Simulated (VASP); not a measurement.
Given:

```xyz
2
Lattice="0.0000 3.0096 3.0096 3.0096 0.0000 3.0096 3.0096 3.0096 0.0000" Properties=species:S:1:pos:R:3 pbc="T T T"
Cu     0.0000     3.0096     3.0096
I      1.5048     1.5048     1.5048
```

Level of theory: PBE0 hybrid, VASP's PBE PAW potentials (set 64) (plane waves; VASP 6.6.1). Numerical set-up: 520 eV cut-off, 6×6×6 Γ-centred mesh, Gaussian smearing of 0.050 eV, potentials Cu I.

Problem. Give the stress tensor in GPa (positive for a compressed cell).

Solution. 
```
1.15  0.00  0.00
0.00  1.15  0.00
0.00  0.00  1.15
```
The pressure is its mean diagonal, 1.15 GPa.

The compound is CuI in the zinc blende structure. This cell is one point of a volume scan, at 0.97 of the reference volume. The cell's shape comes from a PBE relaxation.
